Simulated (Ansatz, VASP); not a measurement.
# Cross-check of GaAs between VASP and Ansatz, part 2 of 3

One calculation is typed for both programs; each brings its own data sets. How far apart do they land? The cell is taken from a series of runs on this material, whose earlier steps may have relaxed, scaled, displaced or heated it; both programs get it as it stands.

VASP 6.6.1 and Ansatz 0.2.0.

So far: The structure; Ansatz: zone-centre phonons, LDA, pair 1.

## (3) VASP: zone-centre phonons, LDA, pair 1

Level of this step: LDA; plane waves and PAW (Ga_d, As) (VASP).

The same cell, functional (in two slightly different forms) and mesh now go to VASP, with its own data sets.

Lines of VASP's logs that name or quote its potential files are left out, and so is its time.

Input file INCAR:

```
SYSTEM = GaAs
PREC = Accurate
ENCUT = 500
EDIFF = 1E-08
NELM = 120
ISMEAR = 0
SIGMA = 0.01
LREAL = .FALSE.
ALGO = Normal
GGA = CA
NBANDS = 15
LORBIT = 11
LWAVE = .FALSE.
LCHARG = .FALSE.
ISIF = 2
IBRION = 8
LEPSILON = .TRUE.
LASPH = .TRUE.
GGA_COMPAT = .FALSE.
EFERMI = MIDGAP
KPAR = 2
```

Input file POSCAR:

```
GaAs
1.0
    0.0000000000      2.7921931407      2.7921931407
    2.7921931407      0.0000000000      2.7921931407
    2.7921931407      2.7921931407      0.0000000000
Ga As
1 1
Direct
    0.0000000000      0.0000000000      0.0000000000
    0.7500000000      0.7500000000      0.7500000000
```

Input file KPOINTS:

```
Automatic mesh
0
Gamma
12 12 12
0 0 0
```

PAW data sets: Ga_d and As (LDA family, release 64).

Command:

```console
$ mpirun -np 2 vasp_std
```

Numbers of over 12 decimals in the logs are rounded to 6 here.

The program printed:

```text
[banner, memory and clock lines left out]
running    2 mpi-ranks, on    1 nodes
 distrk:  each k-point on    1 cores,    2 groups
 distr:  one band on    1 cores,    1 groups

 POSCAR found type information on POSCAR GaAs
 POSCAR found :  2 types and       2 ions
 LDA part: xc-table for (Slater(with rela. corr.)+CA(PZ))
 , standard interpolation
 POSCAR, INCAR and KPOINTS ok, starting setup
 FFT: planning ... GRIDC
 FFT: planning ... GRID_SOFT
 FFT: planning ... GRID
 WAVECAR not read
 entering main loop
       N       E                     dE             d eps       ncg     rms          rms(c)
DAV:   1     0.812029558900E+02    0.81203E+02   -0.89280E+03  2223   0.166E+03
DAV:   2    -0.331352074636E+01   -0.84516E+02   -0.80747E+02  2426   0.318E+02
DAV:   3    -0.977552356712E+01   -0.64620E+01   -0.64365E+01  2580   0.694E+01
DAV:   4    -0.987696010717E+01   -0.10144E+00   -0.10142E+00  2599   0.965E+00
DAV:   5    -0.987846378143E+01   -0.15037E-02   -0.15036E-02  2762   0.105E+00    0.311E+00
DAV:   6    -0.968691653412E+01    0.19155E+00   -0.23071E-01  3352   0.898E+00    0.183E+00
DAV:   7    -0.964316092719E+01    0.43756E-01   -0.69074E-02  3053   0.206E+00    0.526E-01
DAV:   8    -0.964000937115E+01    0.31516E-02   -0.92396E-03  2706   0.112E+00    0.114E-01
DAV:   9    -0.963997567271E+01    0.33698E-04   -0.72179E-04  2673   0.336E-01    0.416E-02
DAV:  10    -0.963997997782E+01   -0.43051E-05   -0.42064E-05  3393   0.732E-02    0.218E-02
DAV:  11    -0.963998470346E+01   -0.47256E-05   -0.67200E-06  2482   0.405E-02    0.259E-03
DAV:  12    -0.963998458569E+01    0.11777E-06   -0.49217E-07  3199   0.103E-02    0.201E-03
DAV:  13    -0.963998458615E+01   -0.45657E-09   -0.67718E-08  2672   0.214E-03
   1 F= -.96399846E+01 E0= -.96399846E+01  d E =0.000000E+00
 Linear response reoptimize wavefunctions to high precision
DAV:   1    -0.963998458630E+01   -0.14552E-09   -0.12928E-09  2142   0.311E-04
DAV:   2    -0.963998458631E+01   -0.14097E-10   -0.10310E-10  1556   0.104E-04
 Linear response G [H, r] |phi>, progress :
  Direction:   1
       N       E                     dE             d eps       ncg     rms
RMM:   1    -0.424208804169E+02   -0.42421E+02    0.22788E+02  2531   0.232E+02
RMM:   2    -0.534768059954E+02   -0.11056E+02   -0.38095E+01  4429   0.355E+01
RMM:   3    -0.542285721988E+02   -0.75177E+00   -0.23302E+00  4321   0.836E+00
RMM:   4    -0.542785798645E+02   -0.50008E-01   -0.29717E-01  4625   0.253E+00
RMM:   5    -0.542697566756E+02    0.88232E-02   -0.35957E-02  4642   0.609E-01
RMM:   6    -0.542683466122E+02    0.14101E-02   -0.77720E-03  4764   0.193E-01
RMM:   7    -0.542679307430E+02    0.41587E-03   -0.25153E-03  4827   0.648E-02
RMM:   8    -0.542677612745E+02    0.16947E-03   -0.65817E-04  4873   0.256E-02
RMM:   9    -0.542677154039E+02    0.45871E-04   -0.17704E-04  4797   0.115E-02
RMM:  10    -0.542677113191E+02    0.40848E-05   -0.13160E-04  4656   0.617E-03
RMM:  11    -0.542677020614E+02    0.92577E-05   -0.38404E-05  4138   0.400E-03
RMM:  12    -0.542677000191E+02    0.20423E-05   -0.17129E-05  3551   0.311E-03
RMM:  13    -0.542677006321E+02   -0.61307E-06   -0.23827E-05  2947   0.275E-03
RMM:  14    -0.542676995591E+02    0.10731E-05   -0.12919E-05  2670   0.257E-03
RMM:  15    -0.542677009747E+02   -0.14157E-05   -0.27201E-05  2525   0.251E-03
RMM:  16    -0.542677004108E+02    0.56398E-06   -0.21389E-05  2436   0.244E-03
RMM:  17    -0.542676996695E+02    0.74125E-06   -0.11985E-05  2354   0.244E-03
 Linear response G [H, r] |phi>, progress :
  Direction:   2
       N       E                     dE             d eps       ncg     rms
RMM:   1    -0.416501558774E+02   -0.41650E+02    0.20097E+02  2562   0.232E+02
RMM:   2    -0.556573081968E+02   -0.14007E+02   -0.30009E+01  4408   0.344E+01
RMM:   3    -0.570049031467E+02   -0.13476E+01   -0.21391E+00  4307   0.819E+00
RMM:   4    -0.570594944661E+02   -0.54591E-01   -0.26319E-01  4586   0.242E+00
RMM:   5    -0.570527698024E+02    0.67247E-02   -0.35375E-02  4587   0.595E-01
RMM:   6    -0.570513734746E+02    0.13963E-02   -0.74639E-03  4701   0.181E-01
RMM:   7    -0.570509732828E+02    0.40019E-03   -0.24928E-03  4744   0.606E-02
RMM:   8    -0.570508055144E+02    0.16777E-03   -0.65731E-04  4800   0.228E-02
RMM:   9    -0.570507622089E+02    0.43306E-04   -0.20705E-04  4752   0.981E-03
RMM:  10    -0.570507521718E+02    0.10037E-04   -0.10296E-04  4596   0.498E-03
RMM:  11    -0.570507455916E+02    0.65802E-05   -0.36549E-05  4139   0.298E-03
RMM:  12    -0.570507436626E+02    0.19291E-05   -0.17156E-05  3588   0.221E-03
RMM:  13    -0.570507433386E+02    0.32397E-06   -0.13870E-05  2930   0.182E-03
RMM:  14    -0.570507430031E+02    0.33553E-06   -0.10515E-05  2620   0.168E-03
RMM:  15    -0.570507433835E+02   -0.38039E-06   -0.14386E-05  2473   0.159E-03
RMM:  16    -0.570507436824E+02   -0.29893E-06   -0.17142E-05  2351   0.158E-03
[...]
change of polarisation eV/A/(eV/A) component  1 :     4.487     2.396     0.492
 dielectric tensor                  component  1 :    19.649     9.959     2.046
 Linear response to external field (no local field effect), progress :
  Direction:   2
       N       E                     dE             d eps       ncg     rms          rms(c)
RMM:   1    -0.236685143507E+00   -0.23669E+00    0.80091E+00  2333   0.929E+00
[...]
RMM:   9    -0.190840946519E+01    0.39262E-04    0.85172E-08 17808   0.371E-03    0.404E-04
RMM:  10    -0.190839580207E+01    0.13663E-04   -0.46579E-07 17464   0.118E-03    0.150E-04
RMM:  11    -0.190838532198E+01    0.10480E-04    0.29612E-07 17632   0.475E-04    0.104E-05
RMM:  12    -0.190838551703E+01   -0.19505E-06   -0.68731E-08 12721   0.171E-04    0.974E-06
 change of polarisation eV/A/(eV/A) component  1 :     3.640     0.989     0.485
 dielectric tensor                  component  1 :    16.127     4.110     2.015
 Linear response to external field, progress :
  Direction:   2
       N       E                     dE             d eps       ncg     rms          rms(c)
RMM:   1    -0.212545894459E+00   -0.21255E+00    0.59078E+00  9054   0.827E+00
RMM:   2    -0.189670651402E+01   -0.16842E+01   -0.37812E-02 16244   0.182E+00    0.163E+00
RMM:   3    -0.185973834598E+01    0.36968E-01   -0.34128E-02 16657   0.106E+00    0.962E-01
RMM:   4    -0.190138070349E+01   -0.41642E-01   -0.35460E-02 16639   0.116E+00    0.110E-01
RMM:   5    -0.190360174857E+01   -0.22210E-02   -0.25170E-03 16520   0.329E-01    0.333E-02
RMM:   6    -0.190823962611E+01   -0.46379E-02   -0.22657E-04 17291   0.103E-01    0.184E-02
RMM:   7    -0.190813026213E+01    0.10936E-03   -0.35152E-05 16621   0.357E-02    0.242E-03
RMM:   8    -0.190845052105E+01   -0.32026E-03   -0.82135E-06 17308   0.110E-02    0.817E-04
RMM:   9    -0.190841122804E+01    0.39293E-04    0.30995E-07 17808   0.369E-03    0.400E-04
RMM:  10    -0.190839761405E+01    0.13614E-04   -0.64634E-07 17464   0.117E-03    0.151E-04
RMM:  11    -0.190838714170E+01    0.10472E-04    0.14855E-08 17627   0.474E-04    0.102E-05
RMM:  12    -0.190838736935E+01   -0.22765E-06   -0.10549E-07 12740   0.172E-04    0.994E-06
 change of polarisation eV/A/(eV/A) component  2 :     0.897     3.640     0.489
 dielectric tensor                  component  2 :     3.729    16.127     2.031
 Linear response to external field, progress :
  Direction:   3
       N       E                     dE             d eps       ncg     rms          rms(c)
RMM:   1    -0.210134598248E+00   -0.21013E+00    0.59319E+00  9052   0.827E+00
RMM:   2    -0.189651241927E+01   -0.16864E+01   -0.37391E-02 16242   0.182E+00    0.163E+00
RMM:   3    -0.185973896526E+01    0.36773E-01   -0.33979E-02 16658   0.106E+00    0.962E-01
RMM:   4    -0.190138231786E+01   -0.41643E-01   -0.35517E-02 16639   0.116E+00    0.110E-01
RMM:   5    -0.190361554889E+01   -0.22332E-02   -0.24901E-03 16519   0.329E-01    0.332E-02
RMM:   6    -0.190824109851E+01   -0.46255E-02   -0.22883E-04 17282   0.103E-01    0.184E-02
RMM:   7    -0.190812955006E+01    0.11155E-03   -0.39248E-05 16620   0.358E-02    0.245E-03
RMM:   8    -0.190845097810E+01   -0.32143E-03   -0.91330E-06 17305   0.110E-02    0.821E-04
RMM:   9    -0.190841128935E+01    0.39689E-04   -0.63683E-07 17809   0.371E-03    0.403E-04
RMM:  10    -0.190839766669E+01    0.13623E-04   -0.70731E-07 17461   0.118E-03    0.151E-04
RMM:  11    -0.190838719236E+01    0.10474E-04    0.41960E-08 17649   0.475E-04    0.104E-05
RMM:  12    -0.190838733078E+01   -0.13841E-06   -0.14988E-07 12722   0.171E-04    0.963E-06
 change of polarisation eV/A/(eV/A) component  3 :     0.748     0.725     3.640
 dielectric tensor                  component  3 :     3.109     3.015    16.127
 Linear response DOF=           2
 Linear response progress:
  Degree of freedom:   1/  2
       N       E                     dE             d eps       ncg     rms          rms(c)
RMM:   1    -0.167267597482E+00   -0.16727E+00    0.11138E-01 10628   0.858E+00
RMM:   2    -0.165448785406E+00    0.18188E-02   -0.25030E-02 16092   0.137E+00    0.446E-02
RMM:   3    -0.165760468218E+00   -0.31168E-03   -0.36195E-03 16762   0.403E-01    0.283E-02
RMM:   4    -0.165608910903E+00    0.15156E-03   -0.14847E-03 17721   0.172E-01    0.932E-03
RMM:   5    -0.165609737189E+00   -0.82629E-06   -0.83712E-05 17394   0.403E-02    0.353E-03
RMM:   6    -0.165607818118E+00    0.19191E-05   -0.19850E-05 17315   0.144E-02    0.466E-04
RMM:   7    -0.165604097218E+00    0.37209E-05   -0.82155E-06 17248   0.592E-03    0.263E-04
RMM:   8    -0.165604562462E+00   -0.46524E-06   -0.52846E-06 17465   0.249E-03    0.748E-05
RMM:   9    -0.165604804586E+00   -0.24212E-06   -0.20777E-06 17244   0.105E-03    0.233E-05
RMM:  10    -0.165604761101E+00    0.43485E-07   -0.10782E-06 17718   0.470E-04    0.119E-05
RMM:  11    -0.165604651290E+00    0.10981E-06   -0.57365E-07 17172   0.210E-04    0.428E-06
RMM:  12    -0.165604615951E+00    0.35339E-07   -0.18743E-07 17339   0.100E-04    0.253E-06
RMM:  13    -0.165604636780E+00   -0.20829E-07   -0.22097E-07 17397   0.484E-05    0.779E-07
RMM:  14    -0.165604634101E+00    0.26788E-08   -0.14395E-07 17202   0.236E-05    0.239E-07
RMM:  15    -0.165604629088E+00    0.50127E-08   -0.84723E-08 13620   0.124E-05    0.500E-08
 first order change of Fermi-energy   0.10561E+01
 force on displaced ion       1 direction 1 : -10.000  -0.000  -0.000
 Born effective charge ion    1 direction 1 :   2.021   0.000   0.000
 Linear response progress:
  Degree of freedom:   2/  2
       N       E                     dE             d eps       ncg     rms          rms(c)
RMM:   1    -0.451772242525E-01   -0.45177E-01    0.60790E-02 18843   0.156E+00
RMM:   2    -0.444161130919E-01    0.76111E-03   -0.43935E-03 15023   0.417E-01    0.834E-02
RMM:   3    -0.443819998655E-01    0.34113E-04   -0.43088E-04 16791   0.133E-01    0.458E-02
RMM:   4    -0.445462829289E-01   -0.16428E-03   -0.93882E-05 16633   0.579E-02    0.415E-03
RMM:   5    -0.445460046769E-01    0.27825E-06   -0.94379E-06 17370   0.173E-02    0.237E-03
RMM:   6    -0.445334411202E-01    0.12564E-04   -0.46129E-07 16648   0.528E-03    0.687E-04
RMM:   7    -0.445333581928E-01    0.82927E-07    0.79904E-08 17204   0.188E-03    0.329E-04
RMM:   8    -0.445319891341E-01    0.13691E-05    0.75873E-08 16850   0.722E-04    0.392E-05
RMM:   9    -0.445319269763E-01    0.62158E-07   -0.32447E-10 17585   0.246E-04    0.146E-05
RMM:  10    -0.445318571985E-01    0.69778E-07   -0.18212E-10 16788   0.900E-05    0.454E-06
RMM:  11    -0.445318538769E-01    0.33216E-08    0.14092E-09 16812   0.354E-05    0.130E-06
 first order change of Fermi-energy  -0.10558E+01
 force on displaced ion       2 direction 1 :  -9.961  -0.000  -0.000
 Born effective charge ion    2 direction 1 :  -2.079   0.000   0.000
 Born effective charges drift removed
 Linear response finished
```

Parts of OUTCAR (step 3):

```text
ion  position               nearest neighbor table
   1  0.000  0.000  0.000-   2 2.42   2 2.42   2 2.42   2 2.42
   2  0.750  0.750  0.750-   1 2.42   1 2.42   1 2.42   1 2.42

  LATTYP: Found a face centered cubic cell.
 ALAT       =     5.5843862814

 Subroutine GETGRP returns: Found 24 space group operations
 (whereof 24 operations were pure point group operations)

The static configuration has the point symmetry T_d .

 Found     72 irreducible k-points:

   k-points           NKPTS =     72   k-points in BZ     NKDIM =     72   number of bands    NBANDS=     15

   dimension x,y,z NGX =    30 NGY =   30 NGZ =   30
   dimension x,y,z NGXF=    60 NGYF=   60 NGZF=   60

   ENCUT  =  500.0 eV  36.75 Ry    6.06 a.u.   7.20  7.20  7.20*2*pi/ulx,y,z

   NELECT =      18.0000    total number of electrons

 k-points in reciprocal lattice and weights: Automatic mesh
   0.00000000  0.00000000  0.00000000       0.001
   0.08333333  0.00000000  0.00000000       0.005
   0.16666667  0.00000000  0.00000000       0.005
   0.25000000  0.00000000  0.00000000       0.005
   0.33333333  0.00000000  0.00000000       0.005
   0.41666667  0.00000000  0.00000000       0.005
   0.50000000  0.00000000  0.00000000       0.002
   0.08333333  0.08333333  0.00000000       0.003
   0.16666667  0.08333333  0.00000000       0.014
[...]
-0.33333333  0.50000000  0.16666667       0.007
  -0.25000000  0.50000000  0.25000000       0.003

 average (electrostatic) potential at core
       1 -67.2148       2 -53.4625

  Total        0.2991019      0.2991019      0.2991019      0.0000000      0.0000000      0.0000000
  in kB       11.0068579     11.0068579     11.0068579      0.0000000      0.0000000      0.0000000
  external PRESSURE =      11.0068579 kB  Pullay stress =       0.0000000 kB

  energy-cutoff  :      500.00
  volume of cell :       43.54
      direct lattice vectors                 reciprocal lattice vectors
     0.000000000  2.792193141  2.792193141    -0.179070707  0.179070707  0.179070707
     2.792193141  0.000000000  2.792193141     0.179070707 -0.179070707  0.179070707
     2.792193141  2.792193141  0.000000000     0.179070707  0.179070707 -0.179070707

 POSITION                                       TOTAL-FORCE (eV/Angst)
 -----------------------------------------------------------------------------------
      0.00000      0.00000      0.00000         0.000000      0.000000      0.000000
      4.18829      4.18829      4.18829        -0.000000     -0.000000     -0.000000
 -----------------------------------------------------------------------------------
    total drift:                                0.000001      0.000001      0.000000

 MACROSCOPIC STATIC DIELECTRIC TENSOR (including local field effects in DFT)
 ------------------------------------------------------
          16.126864     0.000000     0.000000
          -0.000000    16.126864     0.000000
          -0.000000     0.000000    16.126864
 ------------------------------------------------------

 PIEZOELECTRIC TENSOR (including local field effects)  for field in x, y, z        (C/m^2)
          XX          YY          ZZ          XY          YZ          ZX
  --------------------------------------------------------------------------------
  x    -0.00000     0.00000    -0.00000     0.00000     0.80804     0.00000
  y     0.00000     0.00000    -0.00000     0.00000     0.00000     0.80804
  z     0.00000     0.00000    -0.00000     0.80804     0.00000     0.00000

 BORN EFFECTIVE CHARGES (including local field effects) (in |e|, cummulative output)
 ---------------------------------------------------------------------------------
 ion    1
    1     2.05465     0.00000    -0.00000
    2     0.00000     2.05465     0.00000
    3    -0.00000     0.00000     2.05465
 ion    2
    1    -2.05465    -0.00000     0.00000
    2    -0.00000    -2.05465     0.00000
    3     0.00000    -0.00000    -2.05465

 Eigenvectors and eigenvalues of the dynamical matrix
 ----------------------------------------------------

   1 f  =    8.218513 THz    51.638440 2PiTHz  274.140084 cm-1    33.989023 meV
             X         Y         Z           dx          dy          dz
      0.000000  0.000000  0.000000     0.720376   -0.000000    0.000000
      4.188290  4.188290  4.188290    -0.693584    0.000000    0.000000

   2 f  =    8.218513 THz    51.638440 2PiTHz  274.140084 cm-1    33.989023 meV
             X         Y         Z           dx          dy          dz
      0.000000  0.000000  0.000000    -0.000000   -0.000000    0.720376
      4.188290  4.188290  4.188290     0.000000    0.000000   -0.693584

   3 f  =    8.218513 THz    51.638440 2PiTHz  274.140084 cm-1    33.989023 meV
             X         Y         Z           dx          dy          dz
      0.000000  0.000000  0.000000    -0.000000   -0.720376   -0.000000
      4.188290  4.188290  4.188290    -0.000000    0.693584    0.000000

   4 f/i=    0.007974 THz     0.050103 2PiTHz    0.265988 cm-1     0.032978 meV
             X         Y         Z           dx          dy          dz
      0.000000  0.000000  0.000000     0.592425    0.351989   -0.078714
      4.188290  4.188290  4.188290     0.615309    0.365585   -0.081755

   5 f/i=    0.007974 THz     0.050103 2PiTHz    0.265988 cm-1     0.032978 meV
             X         Y         Z           dx          dy          dz
      0.000000  0.000000  0.000000     0.227221   -0.246664    0.607113
      4.188290  4.188290  4.188290     0.235998   -0.256192    0.630565

   6 f/i=    0.007974 THz     0.050103 2PiTHz    0.265988 cm-1     0.032978 meV
             X         Y         Z           dx          dy          dz
      0.000000  0.000000  0.000000     0.280112   -0.544353   -0.326001
      4.188290  4.188290  4.188290     0.290932   -0.565380   -0.338593

 MACROSCOPIC STATIC DIELECTRIC TENSOR IONIC CONTRIBUTION
 ------------------------------------------------------
           1.758074    -0.000000     0.000000
          -0.000000     1.758074     0.000000
           0.000000     0.000000     1.758074
 ------------------------------------------------------

 ELASTIC MODULI CONTR FROM IONIC RELAXATION (kBar)
 Direction    XX          YY          ZZ          XY          YZ          ZX
 --------------------------------------------------------------------------------
 XX          -0.0000      0.0000      0.0000     -0.0000      0.0000     -0.0000
 YY           0.0000     -0.0000     -0.0000     -0.0000     -0.0000     -0.0000
 ZZ           0.0000     -0.0000     -0.0000      0.0000     -0.0000     -0.0000
 XY          -0.0000     -0.0000      0.0000   -225.3929     -0.0000     -0.0000
 YZ           0.0000     -0.0000     -0.0000     -0.0000   -225.3929      0.0000
 ZX          -0.0000     -0.0000     -0.0000     -0.0000      0.0000   -225.3929
 --------------------------------------------------------------------------------

 PIEZOELECTRIC TENSOR IONIC CONTR  for field in x, y, z        (C/m^2)
          XX          YY          ZZ          XY          YZ          ZX
  --------------------------------------------------------------------------------
  x     0.00000    -0.00000    -0.00000    -0.00000    -0.59233     0.00000
  y    -0.00000    -0.00000    -0.00000    -0.00000     0.00000    -0.59233
  z    -0.00000    -0.00000     0.00000    -0.59233    -0.00000    -0.00000
```

With a direct gap this small, the dielectric response converges slowly with the mesh, so tensor and charges are uncertain; a mesh that holds the point of the least gap tends to give too large a tensor.

## (4) Comparison

Known differences besides the potentials themselves: the two LDA forms differ slightly; fixed occupations in Ansatz, narrow Gaussian smearing in VASP; VASP's response is taken on the typed mesh, Ansatz refines its own for the field response alone; the data sets hold 28 valence electrons in Ansatz (on its PAW soft_1 files) and 18 in VASP; the cutoff is 420 eV in Ansatz and 500 eV in VASP; VASP's log shows a relativistic correction to its local exchange, Ansatz's none. Total energies have different zeros and are not compared.

Compared:

| quantity | Ansatz | VASP | difference |
| --- | --- | --- | --- |
| ε∞ xx | 13.67 | 16.13 | -15.20 % |
| ε∞ yy | 13.67 | 16.13 | -15.20 % |
| ε∞ zz | 13.67 | 16.13 | -15.20 % |
| Born charge of Ga1 (mean of the diagonal) (e) | 2.04 | 2.05 | -0.01 |
| Born charge of As2 (mean of the diagonal) (e) | -2.04 | -2.05 | +0.01 |
| optical mode 1 to 3 (cm⁻¹) | 272.1 | 274.1 | -0.74 % |

Modes are paired by rising frequency, not by their patterns, so a pair may set unlike modes beside each other; they are those without the splitting of longitudinal modes.

(Continued in part 3 of 3.)

[Lines on the potential files, build, host, timing and source positions are cut from VASP's logs without a mark.]

[Logs are printed without paths, hosts, clocks, repeated set-up lines and the standing remarks that a program may print on its own settings, such as how far it seeks lower states.]

[Hosts, paths, dates, database ids (printed as entryN), source tags and the programs' standing remarks are cut or masked in the printed files.]
